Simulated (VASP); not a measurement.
Output of a VASP run:

OSZICAR:
```
       N       E                     dE             d eps       ncg     rms          rms(c)
DAV:   1     0.117381364895E+03    0.11738E+03   -0.94145E+03  2032   0.132E+03
DAV:   2    -0.767154595822E+01   -0.12505E+03   -0.12063E+03  2216   0.343E+02
DAV:   3    -0.100299477408E+02   -0.23584E+01   -0.22608E+01  2360   0.478E+01
DAV:   4    -0.100574449582E+02   -0.27497E-01   -0.27484E-01  2340   0.504E+00
DAV:   5    -0.100581381026E+02   -0.69314E-03   -0.69313E-03  2536   0.708E-01    0.107E+01
DAV:   6    -0.961622209814E+01    0.44192E+00   -0.30241E+00  2140   0.197E+01    0.218E+00
DAV:   7    -0.954810272812E+01    0.68119E-01   -0.27647E-01  2140   0.618E+00    0.197E+00
DAV:   8    -0.953684380600E+01    0.11259E-01   -0.17934E-02  2164   0.147E+00    0.166E-01
DAV:   9    -0.953686581090E+01   -0.22005E-04   -0.24992E-04  2540   0.154E-01    0.114E-01
DAV:  10    -0.953688423330E+01   -0.18422E-04   -0.51643E-05  2200   0.895E-02    0.874E-03
DAV:  11    -0.953688354461E+01    0.68869E-06   -0.17068E-06  2552   0.166E-02    0.541E-03
DAV:  12    -0.953688319906E+01    0.34554E-06   -0.18782E-07  1880   0.466E-03    0.472E-04
DAV:  13    -0.953688322454E+01   -0.25474E-07   -0.81059E-09  1084   0.106E-03
   1 F= -.95368832E+01 E0= -.95369207E+01  d E =0.112517E-03
```

OUTCAR:
```
------------------------ aborting loop because EDIFF is reached ----------------------------------------
  FORCE on cell =-STRESS in cart. coord.  units (eV):
  Direction    XX          YY          ZZ          XY          YZ          ZX
  --------------------------------------------------------------------------------------
  Total       -1.0129764     -1.0129764     -1.0129764      0.0000000     -0.0000000      0.0000000
  in kB      -58.2420738    -58.2420738    -58.2420738      0.0000000     -0.0000000      0.0000000
  external PRESSURE =     -58.2420738 kB  Pullay stress =       0.0000000 kB
  volume of cell :       27.87
      direct lattice vectors                 reciprocal lattice vectors
     3.031733550  0.000000000  0.000000000     0.329844290  0.000000000  0.000000000
     0.000000000  3.031733550  0.000000000     0.000000000  0.329844290  0.000000000
     0.000000000  0.000000000  3.031733550     0.000000000  0.000000000  0.329844290
 POSITION                                       TOTAL-FORCE (eV/Angst)
 -----------------------------------------------------------------------------------
      1.51587      1.51587      1.51587         0.000000      0.000000      0.000000
      0.00000      0.00000      0.00000         0.000000      0.000000      0.000000
 -----------------------------------------------------------------------------------
    total drift:                               -0.000000      0.000000      0.000000
  FREE ENERGIE OF THE ION-ELECTRON SYSTEM (eV)
  ---------------------------------------------------
  free  energy   TOTEN  =        -9.5368832245 eV

  energy  without entropy=       -9.5369957419  energy(sigma->0) =       -9.53692073
```
(Selected blocks of OUTCAR.)

### POSCAR
```
RuAl
1
    3.0317335496     0.0000000000     0.0000000000
    0.0000000000     3.0317335496     0.0000000000
    0.0000000000     0.0000000000     3.0317335496
Al Ru
1 1
Direct
  0.5000000000   0.5000000000   0.5000000000
  0.0000000000   0.0000000000   0.0000000000
```

### Question
Reconstruct the remaining input files.

### Answer
This is not unique; one that fits is the input of the run itself, optB88-vdW, plane waves, VASP's PBE PAW potentials (set 64).

File KPOINTS:
```
Automatic mesh
0
Gamma
12 12 12
0 0 0
```

INCAR:
```
! general
SYSTEM    =  RuAl
PREC      =  Accurate
ENCUT     =  520   ! plane-wave cut-off (eV)
LREAL     =  .False.   ! projection in real space or not
LASPH     =  .True.

! electronic loop
EDIFF     =  1E-7   ! SCF stop (eV)
NELM      =  100
ALGO      =  Normal
LMAXMIX   =  4

! smearing
ISMEAR    =  1   ! Methfessel-Paxton
SIGMA     =  0.1

! functional
GGA       =  BO
LUSE_VDW  =  .True.
AGGAC     =  0.0
PARAM1    =  0.1833333333
PARAM2    =  0.22

! ions
ISIF      =  2   ! forces and stress, cell fixed

! output
LWAVE     =  .False.
LCHARG    =  .False.
```

POTCAR, in this order: Al Ru_pv (PBE.64 set). Program: vasp_std.

The compound is RuAl in the CsCl type structure. This cell is one point of a volume scan, at 1.03 of the reference volume. The electron count is odd and the run is not spin-polarised, which forces a metal.
